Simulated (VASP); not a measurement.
Method: PBE GGA with D4 dispersion, VASP's PBE PAW potentials (set 64) (plane waves; VASP).

The input files of a VASP run:

**POSCAR**
```
Y
1
    1.8250000000    -3.1609930000     0.0000000000
    1.8250000000     3.1609930000     0.0000000000
    0.0000000000     0.0000000000     5.7300000000
Y
2
Direct
  0.3333330000   0.6666670000   0.2500000000
  0.6666670000   0.3333330000   0.7500000000
```

### INCAR
```
ISIF=3
LMAXMIX=4   # l cut-off of mixed one-centre charges
SYSTEM=Y
LCHARG=F
ENCUT=520
ISMEAR=1   # Methfessel-Paxton
LREAL=F   # projection in real space or not
GGA=PE   # PBE
SIGMA=0.1
NSW=60   # most ionic steps
EDIFF=1E-6   # SCF stop (eV)
PREC=Accurate
NELM=100   # most electronic steps
EDIFFG=-0.01   # ionic stop
ALGO=Normal
LASPH=T
IBRION=2
LWAVE=F
IVDW=13   # D4
```

File KPOINTS:
```
Automatic mesh
0
Gamma
10 10 6
0 0 0
```

POTCAR, in this order: Y_sv (PBE.64 set). Program: vasp_std.

Energy and stress use the plane-wave basis of the starting cell.

### Question
What does the run give for the energy per atom (σ→0), dispersion energy, volume per atom, band gap (on the k-mesh)?

### Answer

The energy per atom (σ→0) comes out as -6.681 eV/atom, the dispersion energy is -0.496 eV and the band gap (on the k-mesh) is none (metal, semimetal or under 0.01 eV). The volume per atom is 31.80 Å^3/atom.

### OSZICAR
```
...
   6 F= -.13361485E+02 E0= -.13362586E+02  d E =-.637685E-03
       N       E                     dE             d eps       ncg     rms          rms(c)
DAV:   1    -0.128655479607E+02   -0.71479E-04   -0.11490E-02  1680   0.868E-01    0.836E-02
DAV:   2    -0.128654082750E+02    0.13969E-03   -0.36593E-04  1827   0.140E-01    0.438E-02
DAV:   3    -0.128653478074E+02    0.60468E-04   -0.19781E-04  2135   0.102E-01    0.249E-02
DAV:   4    -0.128653500707E+02   -0.22633E-05   -0.81299E-06  2051   0.202E-02    0.142E-02
DAV:   5    -0.128653509537E+02   -0.88296E-06   -0.25828E-06  1387   0.111E-02
   7 F= -.13361517E+02 E0= -.13362632E+02  d E =-.669764E-03
```

The compound is Y in the hcp structure. This run relaxes it. Symmetry was kept, so distortions that lower it aren't found.
